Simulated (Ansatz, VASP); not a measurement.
## Cross-check of ZnPbN2 between VASP and Ansatz

Aim: how closely do two programs agree when they are given the same cell, functional and k mesh? The cell is invented: As first built, before any earlier steps moved the atoms (in the runner's words): it takes the ZnGeAs2 structure with some of its atoms replaced by other elements, volume scaled by an estimate. It may not be a known or stable phase. The cell is a member of a volume series, scaled by 0.94 from a relaxed one, so a pressure remains.

Program: Ansatz 0.2.0. Level of theory: plane waves, with VASP 6.6.1 beside it; single point at RPBE. Results are calculated unless marked as measured.

## Step 1: The structure

The structure is tetragonal, space group P-4m2 (No. 115). Conventional cell: a = 3.505 Å, b = 3.505 Å, c = 4.779 Å, α = 90.00°, β = 90.00°, γ = 90.00°. Pb has 4 N at 2.19 Å nearest. Zn has 4 N at 2.05 Å nearest. Nearest to N lie 2 Zn at 2.05 Å and 2 Pb at 2.19 Å. As first built, before any earlier steps moved the atoms (in the runner's words): sites of the ZnGeAs2 structure (space group 115) filled with other elements, volume scaled by an estimate. Farther neighbours and most contacts between anions are not listed.

As a file:

```
Pb Zn N
1.0
     3.50520    0.00000    0.00000
     0.00000    3.50520    0.00000
     0.00000    0.00000    4.77868
Pb Zn N
1 1 2
Direct
  0.00000 0.00000 0.50000
  0.50000 0.50000 0.00000
  0.50000 0.00000 0.77578
  0.00000 0.50000 0.22422
```

## Step 2: VASP: single point, RPBE, volume scaled by 0.94

With cell and atoms fixed, the geometry can't cause a difference; cores, projectors, grids and the points listed under the comparison can.

Lines of VASP's logs that name or quote its potential files are left out, and so is its time.

Contents of INCAR:

```
SYSTEM = ZnPbN2
PREC = Accurate
ENCUT = 520
EDIFF = 1E-06
NELM = 100
ISMEAR = 0
SIGMA = 0.05
LREAL = .FALSE.
ALGO = Normal
GGA = RP
NBANDS = 24
LORBIT = 11
LWAVE = .FALSE.
LCHARG = .FALSE.
KPAR = 2
ISIF = 2
```

Contents of POSCAR:

```
ZnPbN2
1.0
    3.5052015365      0.0000000000      0.0000000000
    0.0000000000      3.5052015365      0.0000000000
    0.0000000000      0.0000000000      4.7786791771
Pb Zn N
1 1 2
Direct
    0.0000000000      0.0000000000      0.5000000000
    0.5000000000      0.5000000000      0.0000000000
    0.5000000000      0.0000000000      0.7757815908
    0.0000000000      0.5000000000      0.2242184092
```

Contents of KPOINTS:

```
Automatic mesh
0
Gamma
6 6 5
0 0 0
```

PAW data sets: Pb_d, Zn and N (PBE family, release 64).

Command:

```bash
$ mpirun -np 2 vasp_std
```

Numbers of over 12 decimals in the logs are rounded to 6 here.

The log of the run:

```text
[banner, memory and clock lines left out]
running    2 mpi-ranks, on    1 nodes
 distrk:  each k-point on    1 cores,    2 groups
 distr:  one band on    1 cores,    1 groups

 POSCAR found type information on POSCAR PbZnN
 POSCAR found :  3 types and       4 ions
|                                                                             |
|               ----> ADVICE to this user running VASP <----                  |
|                                                                             |
|     You enforced a specific xc type in the INCAR file but a different       |
|     [... a line on the potential file left out ...]
|     I HOPE YOU KNOW WHAT YOU ARE DOING!                                     |
|                                                                             |

 LDA part: xc-table for (Slater+PW92), standard interpolation
 POSCAR, INCAR and KPOINTS ok, starting setup
 FFT: planning ... GRIDC
 FFT: planning ... GRID_SOFT
 FFT: planning ... GRID
 WAVECAR not read
 entering main loop
       N       E                     dE             d eps       ncg     rms          rms(c)
DAV:   1     0.331285307792E+03    0.33129E+03   -0.18291E+04  1448   0.198E+03
DAV:   2     0.123873082745E+02   -0.31890E+03   -0.30790E+03  1592   0.444E+02
DAV:   3    -0.201288789638E+02   -0.32516E+02   -0.31991E+02  1760   0.150E+02
DAV:   4    -0.211938195516E+02   -0.10649E+01   -0.10627E+01  1616   0.304E+01
DAV:   5    -0.212262821738E+02   -0.32463E-01   -0.32459E-01  1952   0.546E+00    0.119E+01
DAV:   6    -0.174818722474E+02    0.37444E+01   -0.96245E+00  2584   0.793E+01    0.592E+00
DAV:   7    -0.177769214918E+02   -0.29505E+00   -0.35208E+00  1472   0.151E+01    0.382E+00
DAV:   8    -0.177646987361E+02    0.12223E-01   -0.42517E-01  2224   0.686E+00    0.144E+00
DAV:   9    -0.177433643869E+02    0.21334E-01   -0.86059E-02  2328   0.394E+00    0.462E-01
DAV:  10    -0.177435550519E+02   -0.19066E-03   -0.14778E-02  1608   0.823E-01    0.225E-01
DAV:  11    -0.177443535865E+02   -0.79853E-03   -0.15168E-03  1728   0.309E-01    0.108E-01
DAV:  12    -0.177442675957E+02    0.85991E-04   -0.25703E-04  2128   0.174E-01    0.273E-02
DAV:  13    -0.177442794727E+02   -0.11877E-04   -0.49558E-05  1760   0.782E-02    0.111E-02
DAV:  14    -0.177442798859E+02   -0.41317E-06   -0.68992E-06  1920   0.426E-02
   1 F= -.17744280E+02 E0= -.17744068E+02  d E =-.423421E-03
```

Parts of OUTCAR (step 2):

```text
ion  position               nearest neighbor table
   1  0.000  0.000  0.500-   3 2.19   4 2.19   4 2.19   3 2.19   2 3.44   2 3.44   2 3.44   2 3.44
                             2 3.44   2 3.44   2 3.44   2 3.44
   2  0.500  0.500  0.000-   3 2.05   4 2.05   3 2.05   4 2.05   1 3.44   1 3.44   1 3.44   1 3.44
                             1 3.44   1 3.44   1 3.44   1 3.44
   3  0.500  0.000  0.776-   2 2.05   2 2.05   1 2.19   1 2.19
   4  0.000  0.500  0.224-   2 2.05   2 2.05   1 2.19   1 2.19

  LATTYP: Found a simple tetragonal cell.
 ALAT       =     3.5052015365
 C/A-ratio  =     1.3633108189

 Subroutine GETGRP returns: Found  8 space group operations
 (whereof  8 operations were pure point group operations)

The static configuration has the point symmetry D_2d.

 Found     30 irreducible k-points:

   k-points           NKPTS =     30   k-points in BZ     NKDIM =     30   number of bands    NBANDS=     24

   dimension x,y,z NGX =    28 NGY =   28 NGZ =   36
   dimension x,y,z NGXF=    56 NGYF=   56 NGZF=   72

   ENCUT  =  520.0 eV  38.22 Ry    6.18 a.u.   6.52  6.52  8.89*2*pi/ulx,y,z

   NELECT =      36.0000    total number of electrons

 k-points in reciprocal lattice and weights: Automatic mesh
   0.00000000  0.00000000  0.00000000       0.006
   0.16666667  0.00000000  0.00000000       0.022
   0.33333333  0.00000000  0.00000000       0.022
   0.50000000  0.00000000  0.00000000       0.011
   0.16666667  0.16666667  0.00000000       0.022
   0.33333333  0.16666667  0.00000000       0.044
   0.50000000  0.16666667  0.00000000       0.022
   0.33333333  0.33333333  0.00000000       0.022
   0.50000000  0.33333333  0.00000000       0.022
[...]
0.50000000  0.33333333  0.40000000       0.044
   0.50000000  0.50000000  0.40000000       0.011

 average (electrostatic) potential at core
       1 -91.8498       2 -32.9633       3 -63.2165       4 -63.2165

 E-fermi :   5.0134

 k-point     1 :       0.0000    0.0000    0.0000
  band No.  band energies     occupation
    ...
     15       2.2527      2.00000
     16       4.0529      2.00000
     17       4.9931      1.43282
     18       4.9931      1.43282
     19       5.0072      1.13864
     20       7.9825      0.00000
     21      10.3055      0.00000
     22      13.3055      0.00000
     23      13.3055      0.00000
     24      14.3293      0.00000

 k-point     2 :       0.1667    0.0000    0.0000
  band No.  band energies     occupation
    ...
     14       1.6748      2.00000
     15       2.5019      2.00000
     16       3.1745      2.00000
     17       4.6390      2.00000
     18       4.8977      1.99893
     19       5.7376      0.00000
     20       8.6651      0.00000
     21      10.4082      0.00000
     22      12.9505      0.00000
     23      13.4697      0.00000
    ...

 k-point     3 :       0.3333    0.0000    0.0000
  band No.  band energies     occupation
    ...
     14       1.4189      2.00000
     15       1.8839      2.00000
     16       3.0998      2.00000
     17       3.5448      2.00000
     18       4.5920      2.00000
     19       6.7463      0.00000
     20       9.8926      0.00000
     21      10.0762      0.00000
     22      12.6278      0.00000
     23      13.7457      0.00000
    ...

  Total        2.7222808      2.7222808      2.5994927      0.0000000      0.0000000      0.0000000
  in kB       74.2864549     74.2864549     70.9357761      0.0000000      0.0000000      0.0000000
  external PRESSURE =      73.1695620 kB  Pullay stress =       0.0000000 kB

  energy-cutoff  :      520.00
  volume of cell :       58.71
      direct lattice vectors                 reciprocal lattice vectors
     3.505201536  0.000000000  0.000000000     0.285290301  0.000000000  0.000000000
     0.000000000  3.505201536  0.000000000     0.000000000  0.285290301  0.000000000
     0.000000000  0.000000000  4.778679177     0.000000000  0.000000000  0.209262845

 POSITION                                       TOTAL-FORCE (eV/Angst)
 -----------------------------------------------------------------------------------
      0.00000      0.00000      2.38934         0.000000      0.000000     -0.000000
      1.75260      1.75260      0.00000         0.000000     -0.000000     -0.000000
      1.75260      0.00000      3.70721        -0.000000      0.000000      0.117902
      0.00000      1.75260      1.07147         0.000000      0.000000     -0.117902
 -----------------------------------------------------------------------------------
    total drift:                                0.000000      0.000000     -0.000000

  FREE ENERGIE OF THE ION-ELECTRON SYSTEM (eV)
  ---------------------------------------------------
  free  energy   TOTEN  =       -17.7442798859 eV

  energy  without entropy=      -17.7438564644  energy(sigma->0) =      -17.74406818

 total charge
# of ion       s       p       d       tot
------------------------------------------
    1        1.184   0.943   9.948  12.075
    2        0.504   0.512   9.832  10.848
    3        1.274   2.352   0.000   3.626
    4        1.274   2.352   0.000   3.626
--------------------------------------------------
tot          4.237   6.158  19.780  30.175

[... 3 further parts left out ...]
```

The run ends at a pressure of 7.32 GPa, with forces up to 0.12 eV/Å.

## Step 3: Ansatz: single point, RPBE, volume scaled by 0.94

Ansatz runs on its default PAW (the set named soft_2) files.

The same cell, functional, mesh and smearing now go to Ansatz, which takes its cutoff from its data sets.

Contents of input.yaml:

```yaml
crystal:
  lattice:
    - [3.5052015365, 0.0, 0.0]
    - [0.0, 3.5052015365, 0.0]
    - [0.0, 0.0, 4.7786791771]
  atoms:
    - { symbol: Pb, position: [0.0, 0.0, 0.5] }
    - { symbol: Zn, position: [0.5, 0.5, 0.0] }
    - { symbol: "N", position: [0.5, 0.0, 0.7757815908] }
    - { symbol: "N", position: [0.0, 0.5, 0.2242184092] }
hamiltonian:
  xc: rpbe
  pseudopotentials: { kind: paw }
kpoints:
  mp_grid: { grid: [6, 6, 5] }
scf:
  occupations: { method: gaussian, width: 0.05 }
  n_extra_bands: 5
output:
  forces: true
  stress: true
  eigenvalues: true
```

Command:

```bash
$ ansatz run input.yaml --threads 2 --pin off --max-ram 4608MiB --backend cpu --events-out ev --progress --plain --runs-dir out
```

The log of the run:

```text
scf.n_extra_bands = 5 over 18 filled bands (N_el = 36.0): the run solves 23 bands
Engine: ansatz 0.2.0, aarch64-unknown-linux-gnu
Pseudopotentials: kind: paw
Pseudopotential: Pb, paw, valence charge 14, recommended cutoff 420 eV (normal), Pb.paw.azcp
Pseudopotential: Zn, paw, valence charge 12, recommended cutoff 420 eV (normal), Zn.paw.azcp
Pseudopotential: N, paw, valence charge 5, recommended cutoff 420 eV (normal), N.paw.azcp
Functional definition: RPBE
  parameter kappa = 0.804
  parameter beta = 0.066725
  exchange = rpbe_x(kappa = kappa, mu = beta*pi^2/3)
  correlation = pbe_c(beta = beta)
Crystal: 4 atoms, lattice volume = 58.713 Å³
Basis set: ecut = 420 eV, 1139 PW (Γ), exchange–correlation on 48×48×64 points (8 copies of the dense FFT grid, shifted against one another)
Bands: 23, of which v1, the nominal top of the filled ones, is band 18 counted from 1 (17 counted from 0)
Symmetry: 8 space group operations
Space group: P-4m2 (ITA 115), of the structure as read, at distance tolerance 3.9e-5 Å
k-points: 30 of 180 (time reversal used)
Non-local potential: Pb, projectors of the file, l = 0: 2, l = 1: 2, l = 2: 2, l = 3: 2
Non-local potential: Zn, projectors of the file, l = 0: 2, l = 1: 2, l = 2: 3, l = 3: 1
Non-local potential: N, projectors of the file, l = 0: 2, l = 1: 2, l = 2: 1
PAW form: soft (Blöchl's): semilocal exchange-correlation on the pseudo side does not see the compensation charge
PAW frozen core: Pb, regenerated for the run's functional, and the local potential with it (the file was generated under x = pbe(κ = 0.804, μ = 0.219515), c = pbe(β = 0.066725))
PAW frozen core: Zn, regenerated for the run's functional, and the local potential with it (the file was generated under x = pbe(κ = 0.804, μ = 0.219515), c = pbe(β = 0.066725))
PAW frozen core: N, regenerated for the run's functional, and the local potential with it (the file was generated under x = pbe(κ = 0.804, μ = 0.219515), c = pbe(β = 0.066725))
PAW one-centre angular grid: Pb, 590 points (default); XC on 64 Gauss nodes
PAW one-centre angular grid: Zn, 590 points (default); XC on 64 Gauss nodes
PAW one-centre angular grid: N, 110 points (default); XC on 64 Gauss nodes
Initial density: superposition of atomic densities (neutral atoms: chi_scale 0, normalization atom), corrected by the library's trained network
Initial wavefunctions: pseudopotential atomic-orbital guess
Functional: x = rpbe, c = pbe(β = 0.066725)
SCF iter   1: F=—  HF=-16015.056478 eV  |F-HF|=—  |Δ(HF+E_count)|=         —  Δρ=4.82e-3  dr2=8.61e-3  ethr=1.77e-3  ⟨swp⟩=6.0  Hψ=3339  notcnv=0
preconditioner: auto → none  [insulator: Δε(μ)=0.757 eV  Ē_g=14.129 eV  σ=0.050 eV  W_gap=0.60  n_scr=14 (ndim 8)  ℏωp=29.1 eV  f_vac=0.006  D(μ)=0.34/eV (n_scr^D=0)  ε∞_Penn≈5.2]
SCF iter   2: F=—  HF=-16015.054696 eV  |F-HF|=—  |Δ(HF+E_count)|=   1.78e-3  Δρ=1.53e-3  dr2=1.06e-3  ethr=2.39e-5  ⟨swp⟩=2.0  Hψ=1459  notcnv=0  defer=19
SCF iter   3: F=—  HF=-16015.054488 eV  |F-HF|=—  |Δ(HF+E_count)|=   2.08e-4  Δρ=8.42e-4  dr2=2.74e-4  ethr=2.96e-6  ⟨swp⟩=2.0  Hψ=977  notcnv=0  defer=20
SCF iter   4: F=—  HF=-16015.054505 eV  |F-HF|=—  |Δ(HF+E_count)|=   1.71e-5  Δρ=2.98e-4  dr2=3.42e-5  ethr=7.60e-7  ⟨swp⟩=2.6  Hψ=1053  notcnv=0  defer=20
SCF iter   5: F=—  HF=-16015.054461 eV  |F-HF|=—  |Δ(HF+E_count)|=   4.44e-5  Δρ=6.88e-5  dr2=1.58e-6  ethr=9.50e-8  ⟨swp⟩=2.6  Hψ=1222  notcnv=0  defer=20
SCF iter   6: F=-16015.054462 eV  HF=-16015.054462 eV  |F-HF|=9.86e-9  |Δ(HF+E_count)|=   1.24e-6  Δρ=1.09e-5  dr2=7.37e-8  ethr=2.78e-10  ⟨swp⟩=8.6  Hψ=4032  notcnv=0
SCF 1 converged in 6 iterations: F = -16015.054462 eV  dr2 = 7.37e-8
  greatest PAW one-centre occupation: 0.984 electrons in one spin orbital (limit 2), on the Zn atom at site 1 (counted from 0), in its partial waves of l = 2
SCF converged after 6 iterations
Free energy (F): -16015.054462 eV
Harris-Foulkes:  -16015.054462 eV  (|F-HF|=9.86e-9)
Internal energy: -16015.054042 eV  (E = F + TS)
E sigma→0 (E₀):  -16015.054252 eV
Entropy (-TS):   -0.000419 eV (-0.105 meV/atom)
Fermi energy:    9.684459 eV
--- Per-component energies (eV) ---
  E_band       = 37.046077
  E_kinetic    = 679.008044
  E_local      = -3064.244383  (includes V_loc(G=0)·N_el)
  E_nonlocal   = 1058.698236
  E_hartree    = 1238.530116
  E_xc         = -475.581739
  E_vxc        = -332.394332  (∫ρ·V_xc dr)
  E_paw        = -12518.863064  (= ΣΔE_a)
  E_vpaw       = -781.077315  (= ΣTr[D̂ρ^β])
  E_aug_tail   = -0.000140  (compensation charges beyond the density's cutoff)
  E_ewald      = -2932.568612
  E_core_change = -0.032501  (= ΣΔE_core)
  E_smearing   = -0.000419  (= −TS)
  E_closure    = 0.000000  (closes the sum)
  Σ components = -16015.054462   (vs F -16015.054462, Δ=0.00e0)
--- Forces (eV/Å), atoms counted from 1 ---
  atom   1  Pb     0.00000000     0.00000000     0.00000000
  atom   2  Zn     0.00000000     0.00000000     0.00000000
  atom   3  N     -0.00000000     0.00000000     0.14797064
  atom   4  N     -0.00000000     0.00000000    -0.14797064
  max |Σ_I F_I| component: 2.78e-17 eV/Å
--- Stress (GPa, compression-positive) ---
        7.120626       0.000000       0.000000
        0.000000       7.120626       0.000000
       -0.000000       0.000000       6.842279
  P = ⅓ Tr σ = 7.0278 GPa (70.278 kbar)
--- Band table (eV; the first three rows and the last of 30) ---
  k-point 0: bands = [... 14 lower, 6.9278, 8.7380, 9.6631, 9.6631, 9.6803, 12.6667, 14.9918, 17.9898, ... 1 higher]
  k-point 1: bands = [... 14 lower, 7.1645, 8.0763, 9.3980, 9.3980, 10.4671, 12.7867, 15.0658, 18.0488, ... 1 higher]
  k-point 2: bands = [... 14 lower, 7.7332, 7.7332, 8.7802, 8.7802, 11.5118, 12.7976, 15.3639, 16.8020, ... 1 higher]
  k-point 29: bands = [... 14 lower, 6.2927, 6.2927, 6.5217, 7.3941, 13.1857, 14.5367, 14.5367, 17.9458, ... 1 higher]
```

It took 3.6 s on 2 threads of Arm Neoverse N1, shared host; peak memory 0.36 GiB; 6.8 s of CPU time.

In the SCF lines HF is the Harris–Foulkes energy and dr2 the Hartree energy of the density residual, in eV; the loop may stop once dr2 is under the threshold and the program's other checks hold. Hψ counts applications of the Hamiltonian.

The run ends at a pressure of 7.03 GPa, with forces up to 0.15 eV/Å.

## Step 4: Side by side

Known differences besides the potentials themselves: the cutoff is 420 eV in Ansatz and 520 eV in VASP; Ansatz makes its cores anew for this functional, VASP keeps those of its PBE data sets; VASP leaves aspherical gradient terms in its spheres out (LASPH is not set), Ansatz keeps them. Total energies have different zeros and are not compared.

Both answers:

| quantity | Ansatz | VASP | difference |
| --- | --- | --- | --- |
| pressure (GPa) | 7.03 | 7.32 | -0.29 |
| pressure without Ansatz's Pulay correction (GPa) | 6.67 | 7.32 | -0.65 |

Forces (eV/Å; atoms numbered as in POSCAR):

| atom | Ansatz x, y, z | VASP x, y, z |
| --- | --- | --- |
| Pb1 | 0.000, 0.000, 0.000 | 0.000, 0.000, 0.000 |
| Zn2 | 0.000, 0.000, 0.000 | 0.000, 0.000, 0.000 |
| N3 | 0.000, 0.000, 0.148 | 0.000, 0.000, 0.118 |
| N4 | 0.000, 0.000, -0.148 | 0.000, 0.000, -0.118 |

The forces differ by 12 meV/Å r.m.s., which is 25.5 % of the r.m.s. force of 0.05 eV/Å (both taken over all components). Ansatz's pressure holds a Pulay correction of 0.36 GPa; VASP's holds none.

## Step 5: What the set-up changes

Further runs change the set-up of one program: Ansatz's method, potentials or start, or VASP's data sets, cutoff or form of LDA. The table gives Ansatz less VASP for each quantity, since a change that brings one quantity closer may part another.

| run | r.m.s. force difference (meV/Å) | pressure (GPa) | pressure without Ansatz's Pulay correction (GPa) |
| --- | --- | --- | --- |
| as above | 12 | -0.29 | -0.65 |
| cores kept as stored | 12 | -0.29 | -0.66 |
| Ansatz's larger PAW set (cutoff 900 eV) | 16 | -0.26 | -0.35 |
| norm-conserving potentials (cutoff 1240 eV) | 4.2 | -0.24 |  |

## Step 6: Ansatz: single point, RPBE, volume scaled by 1.04

A single point gives forces, pressure and levels at one fixed geometry, so differences don't come from the geometry; what else differs is listed under the comparison. The cell compared in this pair holds 64.96 Å³, against 58.71 Å³ for the pair before.

The cell is a member of a volume series, scaled by 1.04 from a relaxed one, so a pressure remains.

Edit input.yaml of step 3 so:

```diff
@@ -2,5 +2,5 @@
   lattice:
-    - [3.5052015365, 0.0, 0.0]
-    - [0.0, 3.5052015365, 0.0]
-    - [0.0, 0.0, 4.7786791771]
+    - [3.6253350955, 0.0, 0.0]
+    - [0.0, 3.6253350955, 0.0]
+    - [0.0, 0.0, 4.9424585578]
   atoms:
```

The log of the run:

```text
[...]
Crystal: 4 atoms, lattice volume = 64.959 Å³
Basis set: ecut = 420 eV, 1273 PW (Γ), exchange–correlation on 50×50×72 points (8 copies of the dense FFT grid, shifted against one another)
Bands: 23, of which v1, the nominal top of the filled ones, is band 18 counted from 1 (17 counted from 0)
Symmetry: 8 space group operations
[...]
k-points: 30 of 180 (time reversal used)
[...]
k-point 0: bands = [... 14 lower, 5.8060, 7.1068, 8.1468, 8.1693, 8.1693, 11.1547, 13.0021, 15.9522, ... 1 higher]
  k-point 1: bands = [... 14 lower, 6.0042, 6.5486, 7.9385, 7.9385, 8.8312, 11.2281, 13.1027, 16.0020, ... 1 higher]
  k-point 2: bands = [... 14 lower, 6.4853, 6.4853, 7.4039, 7.4039, 9.7929, 11.0973, 13.5720, 14.8530, ... 1 higher]
  k-point 29: bands = [... 14 lower, 5.2748, 5.2748, 5.2752, 6.2153, 11.1649, 12.8489, 12.8489, 15.8096, ... 1 higher]
[key lines of the parts left out:]
SCF converged after 7 iterations
Free energy (F): -16015.096489 eV
Fermi energy:    8.178488 eV
P = ⅓ Tr σ = -3.8267 GPa (-38.267 kbar)
```

The job ended after 4.7 s (2 threads; peak memory 0.37 GiB; 8.9 s of CPU time).

The run ends at a pressure of -3.83 GPa, with forces up to 0.040 eV/Å.

(Part 1 of 2 ends here.)

[Lines on the potential files, build, host, timing and source positions are cut from VASP's logs without a mark.]

[Logs are printed without paths, hosts, clocks, repeated set-up lines and the standing remarks that a program may print on its own settings, such as how far it seeks lower states.]

[Hosts, paths, dates, database ids (printed as entryN), source tags and the programs' standing remarks are cut or masked in the printed files.]
